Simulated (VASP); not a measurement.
TlCl (CsCl type): computed properties

Calculation: PBEsol GGA, VASP's PBE PAW potentials (set 64) (plane waves; VASP 6.6.1).

```
Quantity                                                                           Result
-----------------------------------------------  ----------------------------------------
space group                                                                   Pm-3m (221)
cell                                             a = b = c = 3.7677 Å, α = β = γ = 90.00°
volume per atom                                                             26.74 Å³/atom
band gap (over mesh and band path)                                                1.80 eV
smallest direct gap (over mesh and band path)                                     1.80 eV
Hill bulk modulus                                                                30.5 GPa
Hill shear modulus                                                               11.9 GPa
Poisson's ratio                                                                     0.327
band-edge character without spin-orbit coupling                            direct, X to X
band gap with spin-orbit coupling                                                 1.36 eV
density                                                                        7.45 g/cm³
C11                                                                              48.4 GPa
C12                                                                              21.5 GPa
C44                                                                              11.0 GPa
```

```
CELL_PARAMETERS angstrom
      3.76767     0.00000     0.00000
      0.00000     3.76767     0.00000
      0.00000     0.00000     3.76767
ATOMIC_POSITIONS crystal
  Tl 0.00000 0.00000 0.00000
  Cl 0.50000 0.50000 0.50000
```

Unless said otherwise, spin-orbit coupling is left out, though it shifts the bands of the heavy elements here.

The compound is TlCl in the CsCl type structure. It was relaxed first, which changed the volume by -6 %. Symmetry was kept, so distortions that lower it aren't found.
